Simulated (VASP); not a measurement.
Runs of VASP 6.6.1 on Ba2Tl5V3O12. Symmetry: R-3m, No. 166, trigonal system. Conventional cell: a = 8.474 Å, b = 8.474 Å, c = 18.385 Å, α = 90.00°, β = 90.00°, γ = 120.00°. Ba (site symmetry -3m) is surrounded by 12 O at 3.23 Å. Ba (site symmetry -3m) has 12 O at 3.22 Å as nearest neighbours. Around V (site symmetry 2/m) lie 4 O at 1.82 Å. Tl (site symmetry 2/m) is surrounded by 4 O at 2.36 Å. Tl (site symmetry 3m) is surrounded by 3 V at 2.80 Å and 6 O at 2.84 Å and 3 Tl at 2.98 Å. O (site symmetry 1) has 1 V at 1.82 Å as nearest neighbours. The cell was built by a generator and needn't be a form met in nature.

```tsv
task	level	cell	cutoff (eV)	k mesh for the DOS	occupations for the DOS	gap on the mesh (eV)	pressure (GPa)	moment (μB)	relaxed volume (Å³/atom)	largest force (eV/Å)
relaxation of cell and atoms	revPBE	relaxed	600	-	-	none	0.0	1.07	18.11	0.01
density of states	PBE	as given	520	6 × 6 × 6	tetrahedron	-	-	1.10	-	-
relaxation of cell and atoms	RPBE	relaxed	600	-	-	none	0.0	(a)	18.42	0.01
electric field gradients	PBE	as given	520	-	-	none	0.4	1.10	-	0.07
optical spectrum	PBE	as given	520	-	-	none	0.4	1.10	-	0.07
```

Alike in all rows: potentials or basis VASP PAW PBE potentials, release 64 (Ba_sv, V_sv, Tl_d, O); spin collinear, ferromagnetic start; k mesh 4 × 4 × 4; smearing fermi-dirac 0.05 eV.

Problem. Estimate the missing entries.

Solution. (a) 1.03.

Caveats: semilocal functionals often make such compounds metallic where correlation or magnetic order opens a gap, which also shifts bond lengths; the PAW data sets were made with another functional, which shifts forces and pressure a little (some runs).

A k mesh can miss the band edges, and the runs leave out spin-orbit coupling on Ba, Tl.

A gap of «none» marks a metal or a gap under the smearing width.

Not every run made on this cell is shown here.
